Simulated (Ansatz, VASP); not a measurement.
**Cross-check of Mg (Magnesium) between VASP and Ansatz**

One calculation is typed for both programs; each brings its own data sets. How far apart do they land? The cell is taken from a series of runs on this material, whose earlier steps may have relaxed, scaled, displaced or heated it; both programs get it as it stands.

Method: plane waves, with VASP 6.6.1 beside it; zone-centre phonons at PBEsol, in Ansatz 0.2.0.

**1. Starting point**

It takes space group P6_3/mmc (No. 194, hexagonal). The conventional cell has a = 3.255 Å, b = 3.255 Å, c = 5.197 Å, α = 90.00°, β = 90.00°, γ = 120.00°. Mg has 12 Mg at 3.21 to 3.25 Å nearest.

**2. Ansatz: zone-centre phonons, PBEsol**

Ansatz runs on its PAW soft_1 files.

Second derivatives magnify differences that forces hide, and they need a tight electronic threshold.

Input file input.yaml:

```yaml
crystal:
  lattice:
    - [3.2547926742, 0.0, 0.0]
    - [-1.6273963371, 2.8187331399, 0.0]
    - [0.0, 0.0, 5.1967101727]
  atoms:
    - { symbol: Mg, position: [0.3333333333, 0.6666666667, 0.25] }
    - { symbol: Mg, position: [0.6666666667, 0.3333333333, 0.75] }
kpoints:
  mp_grid: { grid: [15, 15, 8] }
hamiltonian:
  xc: pbesol
  pseudopotentials: { kind: paw, azcp: { folder: soft_1 }, xc_functional: pbe }
scf:
  occupations: { method: methfessel_paxton, width: 0.2 }
output:
  eigenvalues: true
phonons:
  method: dfpt
```

Started as:

```console
$ ansatz run input.yaml --threads 4 --pin off --max-ram 10240MiB --backend cpu --events-out ev --progress --plain --runs-dir out
```

Numbers of over 12 decimals in the logs are rounded to 6 here.

What it wrote:

```text
zone centre: on kpoints.mp_grid the ground state, and the responses unless they are solved on pairs of k-points, stand on 320 of the mesh's 1800 k-points, reduced under 4 symmetry operations, with k and −k counted as one. Each operation leaves every solved displacement unchanged or reverses it
Engine: ansatz 0.2.0, aarch64-unknown-linux-gnu
Pseudopotentials: kind: paw
Pseudopotential: Mg, paw, valence charge 10, recommended cutoff 420 eV (normal), soft_1/Mg.paw.azcp
Functional definition: PBEsol
  exchange = pbesol_x
  correlation = pbesol_c
Crystal: 2 atoms, lattice volume = 47.677 Å³
Basis set: ecut = 420 eV, 965 PW (Γ), exchange–correlation on 48×48×72 points (8 copies of the dense FFT grid, shifted against one another)
Bands: 14, of which v1, the nominal top of the filled ones, is band 10 counted from 1 (9 counted from 0)
Symmetry: 24 space group operations
k-points: 320 of 1800 (irreducible under 4 space group operations, time reversal used)
Non-local potential: Mg, projectors of the file, l = 0: 3, l = 1: 2, l = 2: 1
PAW form: soft (Blöchl's): semilocal exchange-correlation on the pseudo side does not see the compensation charge
PAW frozen core: Mg, regenerated for the run's functional, and the local potential with it (the file was generated under x = pbe(κ = 0.804, μ = 0.219515), c = pbe(β = 0.066725))
PAW one-centre angular grid: Mg, 110 points (default); XC on 64 Gauss nodes
Initial density: superposition of atomic densities (chi_scale 0.1, normalization cell)
Initial wavefunctions: pseudopotential atomic-orbital guess
Functional: x = pbesol(κ = 0.804, μ = 0.123457), c = pbesol(β = 0.046)
SCF iter   1: F=—  HF=-3824.117353 eV  |F-HF|=—  |Δ(HF+E_count)|=         —  Δρ=1.37e-2  dr2=1.21e-1  ethr=3.10e-3  ⟨swp⟩=5.0  Hψ=22112  notcnv=0
preconditioner: auto → none  [metal: Δε(μ)=0.020 eV  Ē_g=6.742 eV  σ=0.200 eV  W_gap=0.08  n_scr=8 (ndim 8)  ℏωp=10.8 eV  f_vac=0.000  D(μ)=1.00/eV (n_scr^D=2)  sad-step TF]
SCF iter   2: F=—  HF=-3824.106146 eV  |F-HF|=—  |Δ(HF+E_count)|=   1.12e-2  S|Δr|=    0.00e0  Δρ=9.60e-3  dr2=6.20e-2  ethr=6.07e-4  ⟨swp⟩=1.0  Hψ=7040  notcnv=0
SCF iter   3: F=—  HF=-3824.088325 eV  |F-HF|=—  |Δ(HF+E_count)|=   1.78e-2  S|Δr|=    0.00e0  Δρ=1.70e-3  dr2=1.88e-3  ethr=3.10e-4  ⟨swp⟩=1.2  Hψ=4543  notcnv=0
SCF iter   4: F=—  HF=-3824.087911 eV  |F-HF|=—  |Δ(HF+E_count)|=   4.14e-4  S|Δr|=    0.00e0  Δρ=9.32e-5  dr2=1.72e-6  ethr=9.42e-6  ⟨swp⟩=2.6  Hψ=7679  notcnv=0
SCF iter   5: F=—  HF=-3824.087913 eV  |F-HF|=—  |Δ(HF+E_count)|=   1.70e-6  S|Δr|=    0.00e0  Δρ=1.07e-5  dr2=1.63e-8  ethr=8.59e-9  ⟨swp⟩=2.0  Hψ=7773  notcnv=0
SCF iter   6: F=—  HF=-3824.087913 eV  |F-HF|=—  |Δ(HF+E_count)|=   7.13e-9  S|Δr|=    0.00e0  Δρ=1.71e-6  dr2=5.81e-10  ethr=8.16e-11  ⟨swp⟩=2.0  Hψ=7702  notcnv=0
SCF iter   7: F=-3824.087913 eV  HF=-3824.087913 eV  |F-HF|=8.64e-12  |Δ(HF+E_count)|=  6.38e-10  S|Δr|=    0.00e0  Δρ=1.81e-7  dr2=7.01e-12  ethr=1.00e-12  ⟨swp⟩=4.7  Hψ=22715  notcnv=0
SCF 1 converged in 7 iterations: F = -3824.087913 eV  dr2 = 7.01e-12
  greatest PAW one-centre occupation: 1.000 electrons in one spin orbital (limit 2), on the Mg atom at site 1 (counted from 0), in its partial waves of l = 0
DFPT response loops at Γ: preconditioner auto → Kerker (q_TF=auto, 2.361 Å⁻¹) (partly filled bands, converged f_vac=0.000); β = 1.00, the filter's whole step (`scf.mixing.beta` (0.50) is not read by the response loops under this deck's `scf.mixing.preconditioner`; to damp them name `kerker` or `kerker_dos`, under which they read `scf.mixing.beta`, and type it under 1.00, their step now; both keys bind the ground state too); Broyden in place of MSR1
SCF converged after 7 iterations
Stability not checked: this state was not tested for a lower state beside it, because cold or Methfessel-Paxton smearing, or corrected tetrahedra, fill the levels in a way that the test cannot read (fill_not_monotonic; see scf.lower_state_search)
Free energy (F): -3824.087913 eV
Harris-Foulkes:  -3824.087913 eV  (|F-HF|=8.64e-12)
Internal energy: -3824.085851 eV  (E = F + TS)
E sigma→0 (E₀):  -3824.087397 eV
Entropy (-TS):   -0.002062 eV (-1.031 meV/atom)
Fermi energy:    5.254337 eV
--- Per-component energies (eV) ---
  E_band       = -720.051530
  E_kinetic    = 137.807731
  E_local      = -3457.736941  (includes V_loc(G=0)·N_el)
  E_nonlocal   = 392.050219
  E_hartree    = 1180.049637
  E_xc         = -51.002431
  E_vxc        = -66.081856  (∫ρ·V_xc dr)
  E_paw        = -580.438355  (= ΣΔE_a)
  E_vpaw       = -86.189590  (= ΣTr[D̂ρ^β])
  E_aug_tail   = -0.000298  (compensation charges beyond the density's cutoff)
  E_ewald      = -1444.933138
  E_core_change = 0.117725  (= ΣΔE_core)
  E_smearing   = -0.002062  (= −TS)
  E_closure    = 0.000000  (closes the sum)
  Σ components = -3824.087913   (vs F -3824.087913, Δ=0.00e0)
--- Band table (eV; the first three rows and the last of 320) ---
  k-point 0: bands = [... 6 lower, -37.3735, -37.3735, -1.5042, 3.7269, 4.1734, 15.7957, 15.7957, 15.7990]
  k-point 1: bands = [... 6 lower, -37.3737, -37.3737, -1.4167, 2.6791, 5.3726, 15.8619, 15.8619, 15.8671]
  k-point 2: bands = [... 6 lower, -37.3742, -37.3742, -1.1547, 1.5914, 6.9139, 14.3696, 16.0460, 16.0460]
  k-point 319: bands = [... 6 lower, -37.3791, -37.3791, 2.9102, 2.9102, 7.6391, 7.6391, 9.0177, 9.0177]
--- Phonons (Γ-DFPT): 2 representative perturbations + reference, on 320 of 1800 k-points (Σ response iterations 6) ---
  k mesh reduced under 4 symmetry operations, with k and −k counted as one. Each operation leaves every solved displacement unchanged or reverses it
  ASR residual: 2.406e-4 → 0.000e0 eV/Å²; symmetrization residual: 7.390e-13 eV/Å²
  ASR residual per site (eV/Å²): 2.41e-4 2.41e-4
  Γ frequencies (cm⁻¹): 0.00 0.00 0.00 122.17 122.17 231.44
  non-analytic LO–TO correction: not included (Born effective charges unavailable; polar crystals: no LO–TO splitting at Γ)
```

In the SCF lines HF is the Harris–Foulkes energy and dr2 the Hartree energy of the density residual, in eV; the loop may stop once dr2 is under the threshold and the program's other checks hold. Hψ counts applications of the Hamiltonian.

**3. VASP: zone-centre phonons, PBEsol**

The same cell, functional, mesh and smearing now go to VASP, with its own data sets.

Lines of VASP's logs that name or quote its potential files are left out, and so is its time.

Input file INCAR:

```
SYSTEM = Mg
PREC = Accurate
ENCUT = 600
EDIFF = 1E-08
NELM = 120
ISMEAR = 1
SIGMA = 0.2
LREAL = .FALSE.
ALGO = Normal
GGA = PS
NBANDS = 8
LORBIT = 11
LWAVE = .FALSE.
LCHARG = .FALSE.
ISIF = 2
IBRION = 8
LASPH = .TRUE.
GGA_COMPAT = .FALSE.
KPAR = 2
```

Input file POSCAR:

```
Mg
1.0
    3.2547926742      0.0000000000      0.0000000000
   -1.6273963371      2.8187331399      0.0000000000
    0.0000000000      0.0000000000      5.1967101727
Mg
2
Direct
    0.3333333333      0.6666666667      0.2500000000
    0.6666666667      0.3333333333      0.7500000000
```

Input file KPOINTS:

```
Automatic mesh
0
Gamma
15 15 8
0 0 0
```

Potentials, in the order of the species: Mg (PBE family, release 64).

Started as:

```console
$ mpirun -np 2 vasp_std
```

What it wrote:

```text
[banner, memory and clock lines left out]
running    2 mpi-ranks, on    1 nodes
 distrk:  each k-point on    1 cores,    2 groups
 distr:  one band on    1 cores,    1 groups

 POSCAR found type information on POSCAR Mg
 POSCAR found :  1 types and       2 ions
|                                                                             |
|               ----> ADVICE to this user running VASP <----                  |
|                                                                             |
|     You enforced a specific xc type in the INCAR file but a different       |
|     [... a line on the potential file left out ...]
|     I HOPE YOU KNOW WHAT YOU ARE DOING!                                     |
|                                                                             |

 LDA part: xc-table for (Slater+PW92), standard interpolation
 POSCAR, INCAR and KPOINTS ok, starting setup
 FFT: planning ... GRIDC
 FFT: planning ... GRID_SOFT
 FFT: planning ... GRID
 WAVECAR not read
 entering main loop
       N       E                     dE             d eps       ncg     rms          rms(c)
DAV:   1    -0.867705391380E+00   -0.86771E+00   -0.14282E+03  2160   0.396E+02
DAV:   2    -0.343468769153E+01   -0.25670E+01   -0.24878E+01  2920   0.226E+01
DAV:   3    -0.345073848295E+01   -0.16051E-01   -0.16003E-01  2832   0.227E+00
DAV:   4    -0.345078886409E+01   -0.50381E-04   -0.50380E-04  3168   0.111E-01
DAV:   5    -0.345078898130E+01   -0.11721E-06   -0.11702E-06  2856   0.427E-03    0.975E-01
DAV:   6    -0.344025902221E+01    0.10530E-01   -0.72477E-04  2736   0.197E-01    0.621E-01
DAV:   7    -0.343046291380E+01    0.97961E-02   -0.30303E-03  2336   0.361E-01    0.327E-02
DAV:   8    -0.343046876113E+01   -0.58473E-05   -0.18843E-05  3376   0.315E-02    0.655E-03
DAV:   9    -0.343046825369E+01    0.50744E-06   -0.96582E-07  2480   0.449E-03    0.586E-04
DAV:  10    -0.343046807756E+01    0.17613E-06   -0.41628E-09  3304   0.399E-04    0.148E-04
DAV:  11    -0.343046805500E+01    0.22566E-07   -0.28645E-10  1616   0.137E-04    0.102E-05
DAV:  12    -0.343046805425E+01    0.74309E-09   -0.34446E-12  1488   0.117E-05
   1 F= -.34304681E+01 E0= -.34297864E+01  d E =-.204506E-02
 Linear response reoptimize wavefunctions to high precision
DAV:   1    -0.343046805521E+01   -0.95923E-09   -0.21663E-13  1664   0.354E-06
DAV:   2    -0.343046805521E+01    0.00000E+00   -0.10428E-13  1384   0.977E-07
 Linear response DOF=           2
 Linear response progress:
  Degree of freedom:   1/  2
       N       E                     dE             d eps       ncg     rms          rms(c)
RMM:   1    -0.125897983171E-02   -0.12590E-02   -0.82588E-04 16412   0.172E-01
RMM:   2    -0.126542391579E-02   -0.64441E-05   -0.54345E-06 13962   0.140E-02    0.209E-02
RMM:   3    -0.124732090195E-02    0.18103E-04   -0.42045E-07 14451   0.642E-03    0.134E-02
RMM:   4    -0.124025163676E-02    0.70693E-05   -0.11421E-06 14017   0.105E-02    0.761E-04
RMM:   5    -0.124084787309E-02   -0.59624E-06   -0.11943E-08 14813   0.533E-04    0.965E-05
RMM:   6    -0.124093312854E-02   -0.85255E-07   -0.21860E-10 14768   0.780E-05    0.195E-05
RMM:   7    -0.124099107244E-02   -0.57944E-07   -0.28571E-11 15450   0.165E-05    0.989E-07
RMM:   8    -0.124099221980E-02   -0.11474E-08   -0.23817E-10 14449   0.228E-06    0.392E-07
 first order change of Fermi-energy   0.27524E-06
 force on displaced ion       1 direction 1 :  -0.671   0.000   0.000
 Linear response progress:
  Degree of freedom:   2/  2
       N       E                     dE             d eps       ncg     rms          rms(c)
RMM:   1    -0.116527754090E-01   -0.11653E-01   -0.60513E-02  6934   0.288E-01
RMM:   2    -0.389890687070E-02    0.77539E-02   -0.88047E-04  4745   0.405E-02    0.281E-02
RMM:   3    -0.380508991978E-02    0.93817E-04   -0.56392E-06  4774   0.127E-02    0.133E-02
RMM:   4    -0.383256145864E-02   -0.27472E-04   -0.86480E-06  4838   0.739E-03    0.513E-03
RMM:   5    -0.382929715870E-02    0.32643E-05   -0.20768E-06  4832   0.413E-03    0.278E-04
RMM:   6    -0.382947237592E-02   -0.17522E-06    0.10963E-06  5007   0.288E-04    0.154E-04
RMM:   7    -0.382983227072E-02   -0.35989E-06    0.68138E-09  5025   0.105E-04    0.549E-06
RMM:   8    -0.382987107753E-02   -0.38807E-07   -0.12475E-07  5214   0.114E-05    0.199E-06
RMM:   9    -0.382986435976E-02    0.67178E-08   -0.45143E-08  4896   0.291E-06    0.616E-07
 first order change of Fermi-energy  -0.28803E-05
 force on displaced ion       1 direction 3 :  -0.000   0.000  -2.407
 Linear response finished
```

From OUTCAR (step 3):

```text
ion  position               nearest neighbor table
   1  0.333  0.667  0.250-   2 3.21   2 3.21   2 3.21   2 3.21   2 3.21   2 3.21
   2  0.667  0.333  0.750-   1 3.21   1 3.21   1 3.21   1 3.21   1 3.21   1 3.21

  LATTYP: Found a hexagonal cell.
 ALAT       =     3.2547926742
 C/A-ratio  =     1.5966332399

 Subroutine GETGRP returns: Found 24 space group operations
 (whereof 12 operations were pure point group operations)

The static configuration has the point symmetry D_3d.
 The point group associated with its full space group is D_6h.

 Found    135 irreducible k-points:

   k-points           NKPTS =    135   k-points in BZ     NKDIM =    135   number of bands    NBANDS=      8

   dimension x,y,z NGX =    28 NGY =   28 NGZ =   42
   dimension x,y,z NGXF=    56 NGYF=   56 NGZF=   84

   ENCUT  =  600.0 eV  44.10 Ry    6.64 a.u.   6.50  6.50 10.38*2*pi/ulx,y,z

   NELECT =       4.0000    total number of electrons

 k-points in reciprocal lattice and weights: Automatic mesh
   0.00000000  0.00000000  0.00000000       0.001
   0.06666667  0.00000000  0.00000000       0.003
   0.13333333  0.00000000  0.00000000       0.003
   0.20000000 -0.00000000  0.00000000       0.003
   0.26666667  0.00000000  0.00000000       0.003
   0.33333333  0.00000000  0.00000000       0.003
   0.40000000 -0.00000000  0.00000000       0.003
   0.46666667  0.00000000  0.00000000       0.003
   0.06666667  0.06666667  0.00000000       0.003
[...]
0.33333333  0.26666667  0.50000000       0.007
   0.33333333  0.33333333  0.50000000       0.001

 average (electrostatic) potential at core
       1 -39.1853       2 -39.1853

  Total       -0.5897860     -0.5897860     -0.5897988      0.0000000      0.0000000      0.0000000
  in kB      -19.8197998    -19.8197998    -19.8202292      0.0000000      0.0000000      0.0000000
  external PRESSURE =     -19.8199429 kB  Pullay stress =       0.0000000 kB

  energy-cutoff  :      600.00
  volume of cell :       47.68
      direct lattice vectors                 reciprocal lattice vectors
     3.254792674  0.000000000  0.000000000     0.307239232  0.177384653  0.000000000
    -1.627396337  2.818733140  0.000000000     0.000000000  0.354769306  0.000000000
     0.000000000  0.000000000  5.196710173     0.000000000  0.000000000  0.192429435

 POSITION                                       TOTAL-FORCE (eV/Angst)
 -----------------------------------------------------------------------------------
     -0.00000      1.87916      1.29918        -0.000000      0.000000      0.000000
      1.62740      0.93958      3.89753         0.000000     -0.000000      0.000000
 -----------------------------------------------------------------------------------
    total drift:                                0.000000     -0.000000      0.000000

 Eigenvectors and eigenvalues of the dynamical matrix
 ----------------------------------------------------

   1 f  =    6.957993 THz    43.718361 2PiTHz  232.093674 cm-1    28.775935 meV
             X         Y         Z           dx          dy          dz
     -0.000000  1.879155  1.299178     0.000000    0.000000    0.707107
      1.627396  0.939578  3.897533    -0.000000   -0.000000   -0.707107

   2 f  =    3.672764 THz    23.076657 2PiTHz  122.510223 cm-1    15.189325 meV
             X         Y         Z           dx          dy          dz
     -0.000000  1.879155  1.299178     0.707107    0.000000   -0.000000
      1.627396  0.939578  3.897533    -0.707107   -0.000000    0.000000

   3 f  =    3.672764 THz    23.076657 2PiTHz  122.510223 cm-1    15.189325 meV
             X         Y         Z           dx          dy          dz
     -0.000000  1.879155  1.299178    -0.000000    0.707107    0.000000
      1.627396  0.939578  3.897533     0.000000   -0.707107    0.000000

   4 f  =    0.000000 THz     0.000000 2PiTHz    0.000002 cm-1     0.000000 meV
             X         Y         Z           dx          dy          dz
     -0.000000  1.879155  1.299178     0.000000   -0.204908    0.676766
      1.627396  0.939578  3.897533    -0.000000   -0.204908    0.676766

   5 f  =    0.000000 THz     0.000000 2PiTHz    0.000001 cm-1     0.000000 meV
             X         Y         Z           dx          dy          dz
     -0.000000  1.879155  1.299178    -0.000000   -0.676766   -0.204908
      1.627396  0.939578  3.897533     0.000000   -0.676766   -0.204908

   6 f  =    0.000000 THz     0.000000 2PiTHz    0.000000 cm-1     0.000000 meV
             X         Y         Z           dx          dy          dz
     -0.000000  1.879155  1.299178    -0.707107    0.000000    0.000000
      1.627396  0.939578  3.897533    -0.707107    0.000000    0.000000

 ELASTIC MODULI CONTR FROM IONIC RELAXATION (kBar)
 Direction    XX          YY          ZZ          XY          YZ          ZX
 --------------------------------------------------------------------------------
 XX         -23.1578     23.1578     -0.0000     -0.0000     -0.0000      0.0000
 YY          23.1578    -23.1578      0.0000      0.0000      0.0000      0.0000
 ZZ          -0.0000      0.0000     -0.0000     -0.0000      0.0000      0.0000
 XY          -0.0000      0.0000     -0.0000    -23.1578     -0.0000      0.0000
 YZ          -0.0000      0.0000      0.0000     -0.0000     -0.0000      0.0000
 ZX           0.0000      0.0000      0.0000      0.0000      0.0000      0.0000
 --------------------------------------------------------------------------------
```

Energies printed during the response cycles are not total energies of the cell. The PAW data sets were made with PBE, which is usual practice but a small mismatch for other functionals.

**4. Comparison**

Known differences besides the potentials themselves: the data sets hold 20 valence electrons in Ansatz (on its PAW soft_1 files) and 4 in VASP; the cutoff is 420 eV in Ansatz and 600 eV in VASP; Ansatz makes its cores anew for this functional, VASP keeps those of its PBE data sets. Total energies have different zeros and are not compared.

Compared:

```csv
quantity,Ansatz,VASP,difference
optical mode 1 to 2 (cm⁻¹),122.2,122.5,-0.28 %
optical mode 3 (cm⁻¹),231.4,232.1,-0.28 %
```

Modes are paired by rising frequency, not by their patterns, so a pair may set unlike modes beside each other; they are those without the splitting of longitudinal modes.

**5. What came out**

```json
{
 "r.m.s. difference of the optical zone-centre modes, each program's sorted by frequency (zone-centre phonons, PBEsol)": "0.47 cm⁻¹"
}
```

The r.m.s. difference of the optical zone-centre modes, each program's sorted by frequency is 0.47 cm⁻¹ (zone-centre phonons, PBEsol). The data sets hold unlike numbers of valence electrons (20 in Ansatz and 4 in VASP), so part of the differences comes from the potentials. How closely two codes agree says nothing of how well the functional describes the real material.

[Lines on the potential files, build, host, timing and source positions are cut from VASP's logs without a mark.]

[Logs are printed without paths, hosts, clocks, repeated set-up lines and the standing remarks that a program may print on its own settings, such as how far it seeks lower states.]

[Hosts, paths, dates, database ids (printed as entryN), source tags and the programs' standing remarks are cut or masked in the printed files.]
